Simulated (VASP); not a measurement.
C (relaxed from the fcc structure, space group Fm-3m): computed properties

Computed with r2SCAN meta-GGA, VASP's PBE PAW potentials (set 64) (plane waves; VASP).

For C, the space group comes out as Fm-3m (225) and the cell comes out as a = b = c = 3.096 Å, α = β = γ = 90.00°. The volume per atom is 7.42 Å³/atom, the band gap (over mesh and band path) is none (metal, semimetal or under 0.01 eV) and the density is 2.69 g/cm³.

C is taken in the cubic space group Fm-3m (No. 225), the fcc (Cu type) structure, Pearson symbol cF4. Lattice parameters: a = b = c = 3.096 Å, α = β = γ = 90.00°. C on 4a is coordinated by no neighbour by this rule. (Neighbours: up to the widest gap in distance over summed covalent radii, below 1.35, at either atom.)
(The calculation used a cell of 1 atom; values per cell refer to that cell.)

The structure was generated: C was put into the fcc type (Fm-3m), which need not be its known phase. It was relaxed first. Symmetry was kept, so distortions that lower it aren't found.
